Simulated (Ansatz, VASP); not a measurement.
**CoC in VASP and in Ansatz**

```xyz
2
Lattice="0.0000 2.1315 2.1315 2.1315 0.0000 2.1315 2.1315 2.1315 0.0000" Properties=species:S:1:pos:R:3 pbc="T T T"
Co    0.0000    0.0000    0.0000
C     1.0658    1.0658    1.0658
```

Alike in both runs: functional PBE; k mesh 16 × 16 × 16; occupations gaussian, width 0.1 eV; no spin polarisation.

Ansatz relaxed the structure, and its values are those at the end. VASP's run is a single point on that final structure, the one shown.

|  | VASP | Ansatz |
| --- | --- | --- |
| version | VASP 6.6.1 | Ansatz 0.2.0 |
| potentials or method | VASP PAW PBE potentials, release 64 (Co, C) | scalar-relativistic, plane waves, PAW |
| plane-wave cutoff (eV) | 520 | 420 |
| valence electrons in the cell | 13 | 21 |

VASP gave:

```
gap on the k mesh at the Fermi level (eV) : none
pressure (GPa)                            : 0.4
```

Question: Estimate Ansatz's values.

Answer: gap on the k mesh at the Fermi level (eV): none; pressure (GPa): 0.0.

A gap of «none» marks a metal or a gap that the smearing closes. The functional is the same, so the differences come from potentials, cutoffs and numerics. The two sets of potentials don't hold the same shells in valence.

Spin polarisation is off, so any magnetic state and its effect on volume and gap are missing.
